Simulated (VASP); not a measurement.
# Al3Si2F (Pmm2) in VASP: a series of runs

The runs below take Al3Si2F through single point, with PBE.

All numbers are computed with VASP 6.6.1; they aren't measurements. Logs are shortened: lines on timing, memory, paths and dates and some standing lists are left out, and cuts for length are marked.

**1. The crystal as given**

Symmetry: Pmm2, No. 25, orthorhombic system. Conventional cell: a = 2.820 Å, b = 4.415 Å, c = 7.713 Å, α = 90.00°, β = 90.00°, γ = 90.00°. Al (site symmetry mm2) is surrounded by 4 Si at 2.66 Å and 3 Al at 2.68 to 2.82 Å. Al (site symmetry mm2) is surrounded by 2 F at 2.23 Å. Around Al (site symmetry mm2) lie 1 F at 1.92 Å. Si (site symmetry mm2) is surrounded by 6 Al at 2.66 to 2.75 Å and 2 Si at 2.82 Å. Si (site symmetry mm2) has 6 Al at 2.62 to 2.70 Å and 2 Si at 2.82 Å as nearest neighbours. Around F (site symmetry mm2) lie 1 Al at 1.92 Å.

The cell was built by a generator and needn't be a form met in nature.

**2. Single point, PBE**

INCAR reads:

```
ALGO = Fast
EDIFF = 1E-5
ENCUT = 520
GGA = PE
ISIF = 2
ISMEAR = 0
LASPH = True
LCHARG = False
LREAL = Auto
LWAVE = False
NELM = 80
PREC = Normal
SIGMA = 0.15
```

KPOINTS reads:

```
k-points
0
Gamma
  4 5 3
```

POSCAR reads:

```
Al3Si2F
1.0
    5.6401200000      0.0000000000      0.0000000000
    0.0000000000      4.4146400000      0.0000000000
    0.0000000000      0.0000000000      7.7133800000
Al Si F
6 4 2
Direct
    0.2500000000      0.5000000000      0.9240150000
    0.7500000000      0.5000000000      0.9240150000
    0.2500000000      0.5000000000      0.2715090000
    0.7500000000      0.5000000000      0.2715090000
    0.2500000000      0.0000000000      0.5590290000
    0.7500000000      0.0000000000      0.5590290000
    0.0000000000      0.0000000000      0.8647990000
    0.5000000000      0.0000000000      0.8647990000
    0.0000000000      0.5000000000      0.5705990000
    0.5000000000      0.5000000000      0.5705990000
    0.2500000000      0.0000000000      0.3101870000
    0.7500000000      0.0000000000      0.3101870000
```

Potentials or basis: VASP PAW PBE potentials, release 64 (Al, Si, F).

The run is started by

```
cat potpaw_PBE.64/Al/POTCAR potpaw_PBE.64/Si/POTCAR potpaw_PBE.64/F/POTCAR > POTCAR
mpirun -np 1 vasp_std > vasp.out
```

OUTCAR:

```text
EDIFF = 1E-5
   ENCUT = 520
   GGA = PE
   ISIF = 2
   ISMEAR = 0
   LASPH = True
   LREAL = Auto
   NELM = 80
   PREC = Normal

 ion  position               nearest neighbor table
   1  0.250  0.500  0.924-   7 2.66   8 2.66   7 2.66   8 2.66   3 2.68   2 2.82   2 2.82  10 3.07
                             9 3.07
   2  0.750  0.500  0.924-   7 2.66   8 2.66   7 2.66   8 2.66   4 2.68   1 2.82   1 2.82  10 3.07
                             9 3.07
   3  0.250  0.500  0.272-  11 2.23  11 2.23   1 2.68   9 2.70  10 2.70   4 2.82   4 2.82   5 3.13
                             5 3.13
   4  0.750  0.500  0.272-  12 2.23  12 2.23   2 2.68   9 2.70  10 2.70   3 2.82   3 2.82   6 3.13
                             6 3.13
   5  0.250  0.000  0.559-  11 1.92  10 2.62   9 2.62   9 2.62  10 2.62   8 2.75   7 2.75   6 2.82
                             6 2.82   3 3.13   3 3.13
   6  0.750  0.000  0.559-  12 1.92  10 2.62   9 2.62   9 2.62  10 2.62   8 2.75   7 2.75   5 2.82
                             5 2.82   4 3.13   4 3.13
   7  0.000  0.000  0.865-   1 2.66   2 2.66   1 2.66   2 2.66   5 2.75   6 2.75   8 2.82   8 2.82

   8  0.500  0.000  0.865-   1 2.66   2 2.66   1 2.66   2 2.66   5 2.75   6 2.75   7 2.82   7 2.82

   9  0.000  0.500  0.571-   5 2.62   6 2.62   5 2.62   6 2.62   3 2.70   4 2.70  10 2.82  10 2.82
                             1 3.07   2 3.07
  10  0.500  0.500  0.571-   5 2.62   6 2.62   5 2.62   6 2.62   3 2.70   4 2.70   9 2.82   9 2.82
                             1 3.07   2 3.07
  11  0.250  0.000  0.310-   5 1.92   3 2.23   3 2.23
  12  0.750  0.000  0.310-   6 1.92   4 2.23   4 2.23

  LATTYP: Found a simple orthorhombic cell.
 ALAT       =     4.4146400000
 B/A-ratio  =     1.2775945490
 C/A-ratio  =     1.7472274070

  Lattice vectors:

 A1 = (   0.0000000000,  -4.4146400000,   0.0000000000)
 A2 = (   5.6401200000,   0.0000000000,   0.0000000000)
 A3 = (   0.0000000000,   0.0000000000,   7.7133800000)

Analysis of symmetry for initial positions (statically):
=====================================================================
 Subroutine PRICEL returns following result:

  LATTYP: Found a simple orthorhombic cell.
 ALAT       =     2.8200600000
 B/A-ratio  =     1.5654418700
 C/A-ratio  =     2.7351829394

  Lattice vectors:

 A1 = (   2.8200600000,   0.0000000000,   0.0000000000)
 A2 = (   0.0000000000,   4.4146400000,   0.0000000000)
[... 148 lines left out ...]
   PSTRESS=    0.0 pullay stress
   NELECT =      48.0000    total number of electrons
   NUPDOWN=      -1.0000    fix difference up-down
   EMIN   =  10.00;   EMAX   =-10.00  energy-range for DOS
   EFERMI =   0.00;   METHOD = LEGACY
   ISMEAR =     0;   SIGMA  =   0.15  broadening in eV -4-tet -1-fermi 0-gaus
   EFERMI_NEDOS =   21; number of points for ismear=-14 and -15
   IALGO  =     68    algorithm
   IMIX   =      4    mixing-type and parameters
     AMIX     =   0.40;   BMIX     =  1.00
     AMIX_MAG =   1.60;   BMIX_MAG =  1.00
  volume/ion in A,a.u.               =      16.00       108.00
  Fermi-wavevector in a.u.,A,eV,Ry     =   1.031207  1.948698 14.468266  1.063388
  Thomas-Fermi vector in A             =   2.165343
   LORBIT       =      0    0 simple, 1 ext, 2 COOP (PROOUT), +10 PAW based schemes
   GGA     = PE    functional components
   LHFCALC =     F    Hartree Fock is set to
   AEXX    =    0.0000 exact exchange contribution
   IVDW    =     0    specifies the selected vdW correction
   LEPSILON=     F    determine dielectric tensor
   LRPA    =     F    only Hartree local field effects (RPA)
 non-spin polarized calculation
 RMM-DIIS sequential band-by-band and
 Gauss-broadening in eV      SIGMA  =   0.15
  energy-cutoff  :      520.00
  volume of cell :      192.06
 maximum number of plane-waves:      5237
   NGX = 21   NGY = 17   NGZ = 29

 number of electron      48.0000077 magnetization

 Free energy of the ion-electron system (eV)
  ---------------------------------------------------
  ext. energy  EPLUGINS =         0.00000000
  ---------------------------------------------------
  free energy    TOTEN  =       -52.21820902 eV

  energy without entropy =      -52.17999632  energy(sigma->0) =      -52.19910267

 E-fermi :   7.0767     XC(G=0): -10.0278

 val. band max:        6.9895727702   @ k =   0.2500   0.2000   0.0000
 cond. band min:       7.0877326161   @ k =   0.5000   0.4000   0.0000
 fundamental gap:      0.0981598460
 Fermi energy:         7.0767134509

 k-point     1 :       0.0000    0.0000    0.0000
  band No.  band energies     occupation
      1     -18.2727      2.00000
      2     -18.0518      2.00000
      3      -4.9681      2.00000
      4      -2.8993      2.00000
      5      -1.3052      2.00000
      6      -0.8927      2.00000
[... 601 lines left out ...]
     30       9.9710      0.00000
     31      10.1835      0.00000

------------------------ aborting loop because EDIFF is reached ----------------------------------------

  FORCE on cell =-STRESS in cart. coord.  units (eV):
  Direction    XX          YY          ZZ          XY          YZ          ZX
  --------------------------------------------------------------------------------------
  -------------------------------------------------------------------------------------
  Total       -3.6996928      2.8862027      0.2894393      0.0000000      0.0000000      0.0000000
  in kB      -30.8636920     24.0773703      2.4145695      0.0000000      0.0000000      0.0000000
  external PRESSURE =      -1.4572508 kB  Pullay stress =       0.0000000 kB

 VOLUME and BASIS-vectors are now :
 -----------------------------------------------------------------------------
  energy-cutoff  :      520.00
  volume of cell :      192.06
      direct lattice vectors                 reciprocal lattice vectors
     5.640120000  0.000000000  0.000000000     0.177301192  0.000000000  0.000000000
     0.000000000  4.414640000  0.000000000     0.000000000  0.226519037  0.000000000
     0.000000000  0.000000000  7.713380000     0.000000000  0.000000000  0.129644851

 POSITION                                       TOTAL-FORCE (eV/Angst)
 -----------------------------------------------------------------------------------
      1.41003      2.20732      7.12728        -0.000000     -0.000000     -0.075000
      4.23009      2.20732      7.12728        -0.000000     -0.000000     -0.075000
      1.41003      2.20732      2.09425        -0.000000     -0.000000     -0.105934
      4.23009      2.20732      2.09425        -0.000000     -0.000000     -0.105934
      1.41003      0.00000      4.31200        -0.000000     -0.000000      0.011687
      4.23009      0.00000      4.31200        -0.000000     -0.000000      0.011687
      0.00000      0.00000      6.67052        -0.000000      0.000000     -0.084031
      2.82006      0.00000      6.67052        -0.000000      0.000000     -0.084031
      0.00000      2.20732      4.40125        -0.000000     -0.000000      0.208208
      2.82006      2.20732      4.40125        -0.000000      0.000000      0.208208
      1.41003      0.00000      2.39259        -0.000000     -0.000000      0.045069
      4.23009      0.00000      2.39259         0.000000     -0.000000      0.045069
 -----------------------------------------------------------------------------------
    total drift:                                0.000000     -0.000000      0.025226

  FREE ENERGIE OF THE ION-ELECTRON SYSTEM (eV)
  ---------------------------------------------------
  free  energy   TOTEN  =       -52.2182090185 eV

  energy  without entropy=      -52.1799963157  energy(sigma->0) =      -52.19910267
```

It took 48 s on 1 thread of Intel Xeon Platinum 8488C (Sapphire Rapids), shared host; peak memory 0.23 GiB.

What came out:

```yaml
Free_energy: -52.2182 eV
Pressure: -0.1 GPa
Largest_force: 0.208 eV/Å
Band_gap_on_the_k_mesh: none (metal or under the smearing width)
```

Forces on the atoms (eV/Å):
```
Al   0.000  0.000 -0.075
Al   0.000  0.000 -0.075
Al   0.000  0.000 -0.106
Al   0.000  0.000 -0.106
Al   0.000  0.000  0.012
Al   0.000  0.000  0.012
Si   0.000  0.000 -0.084
Si   0.000  0.000 -0.084
Si   0.000  0.000  0.208
Si   0.000  0.000  0.208
F    0.000  0.000  0.045
F    0.000  0.000  0.045
```

Stress tensor (GPa, compression positive):
```
-3.09  0.00  0.00
 0.00  2.41  0.00
 0.00  0.00  0.24
```

(Continued in part 2 of 2.)
